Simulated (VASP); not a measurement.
Computed with PBE GGA with D4 dispersion, VASP's PBE PAW potentials (set 64) (plane waves; VASP 6.6.1).

VASP ran on this input.

**INCAR**
```
! general
SYSTEM  = Pt
PREC    = Accurate
ENCUT   = 520
LREAL   = .FALSE.
LASPH   = .TRUE.

! electronic loop
EDIFF   = 1E-7
NELM    = 100
ALGO    = Normal
LMAXMIX = 6

! smearing
ISMEAR  = -5

! functional
GGA     = PE
IVDW    = 13

! ions
ISIF    = 2

! output
LWAVE   = .FALSE.
LCHARG  = .TRUE.
LORBIT  = 11
NEDOS   = 601
```

File KPOINTS:
```
Automatic mesh
0
Gamma
18 18 18
0 0 0
```

File POSCAR:
```
Pt
1.9649220
  0.0000000000   1.0000001723   1.0000001723
  1.0000001723   0.0000000000   1.0000001723
  1.0000001723   1.0000001723   0.0000000000
Pt
1
Cart
  0.0000000000   0.0000000000   0.0000000000
```

POTCAR, in this order: Pt (PBE.64 set). Program: vasp_std.

What will the output report for the number of irreducible k-points (NKPTS), largest plane-wave count, number of space-group operations, FFT grid (NGX, NGY, NGZ)?

```json
{
  "number of irreducible k-points (NKPTS)": "195",
  "largest_plane_wave_count": "419",
  "number_of_space_group_operations": "48",
  "FFT grid (NGX, NGY, NGZ)": "24 × 24 × 24"
}
```

The compound is Pt in the fcc structure. It was relaxed first.
